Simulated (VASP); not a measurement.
Here is the system:

```
Co
1.0
    1.22354    -2.11923     0.00000
    1.22354     2.11923     0.00000
    0.00000     0.00000     4.00817
Co
2
Direct
  0.33333   0.66667   0.25000
  0.66667   0.33333   0.75000
```
Starting moments (μB, in the order of the record's atoms Co Co): 1.7 1.7.

Level of theory: SCAN meta-GGA, VASP's PBE PAW potentials (set 64) (plane waves; VASP). Settings: 520 eV cut-off, 19×19×10 Γ-centred mesh, tetrahedra with Blöchl corrections, potentials Co.

### Question
Give the spin-up energies of bands 1 to 12 at the high-symmetry points, in eV from the Fermi level.

### Answer

```json
[
 {"band": "1", "Γ": "-9.72", "M": "-5.64", "K": "-5.17", "A": "-7.40", "L": "-5.84", "H": "-4.67"},
 {"band": "2", "Γ": "-5.97", "M": "-5.53", "K": "-4.68", "A": "-7.40", "L": "-5.84", "H": "-4.67"},
 {"band": "3", "Γ": "-3.40", "M": "-5.36", "K": "-4.68", "A": "-3.67", "L": "-4.62", "H": "-4.50"},
 {"band": "4", "Γ": "-3.34", "M": "-3.51", "K": "-4.37", "A": "-3.67", "L": "-4.62", "H": "-4.50"},
 {"band": "5", "Γ": "-3.34", "M": "-3.33", "K": "-3.67", "A": "-3.40", "L": "-2.53", "H": "-3.69"},
 {"band": "6", "Γ": "-3.02", "M": "-3.07", "K": "-3.67", "A": "-3.40", "L": "-2.53", "H": "-3.69"},
 {"band": "7", "Γ": "-3.02", "M": "-2.90", "K": "-2.65", "A": "-3.40", "L": "-1.68", "H": "-2.64"},
 {"band": "8", "Γ": "-2.65", "M": "-1.33", "K": "-1.59", "A": "-3.40", "L": "-1.68", "H": "-2.64"},
 {"band": "9", "Γ": "-2.65", "M": "-1.31", "K": "-1.59", "A": "-1.86", "L": "-1.22", "H": "-1.41"},
 {"band": "10", "Γ": "-1.54", "M": "-1.16", "K": "-1.58", "A": "-1.86", "L": "-1.22", "H": "-1.41"},
 {"band": "11", "Γ": "-1.54", "M": "1.02", "K": "4.53", "A": "-1.86", "L": "1.41", "H": "5.82"},
 {"band": "12", "Γ": "-0.50", "M": "3.25", "K": "5.48", "A": "-1.86", "L": "1.41", "H": "5.82"}
]
```

### Question
Give the spin-down energies of bands 1 to 12 at the high-symmetry points, in eV from the Fermi level.

### Answer

```tsv
band	Γ	M	K	A	L	H
1	-10.09	-4.39	-3.31	-7.62	-4.50	-2.98
2	-4.81	-4.05	-3.24	-7.62	-4.50	-2.98
3	-1.21	-3.64	-3.24	-1.85	-2.68	-2.77
4	-1.01	-2.32	-3.12	-1.85	-2.68	-2.77
5	-1.01	-1.11	-1.44	-1.06	0.05	-2.02
6	-0.85	-1.04	-1.44	-1.06	0.05	-2.02
7	-0.62	-0.76	-0.35	-1.06	0.12	-0.11
8	-0.62	1.45	1.01	-1.06	0.12	-0.11
9	0.03	1.62	1.01	0.96	1.56	1.26
10	0.03	1.62	1.32	0.96	1.56	1.26
11	1.36	2.69	5.51	0.96	2.28	6.74
12	1.36	4.59	6.54	0.96	2.28	6.74
```

It has no gap at this level: it comes out as a metal or semimetal.

The compound is Co in the hcp structure. It was relaxed first, which changed the volume by -6 %.
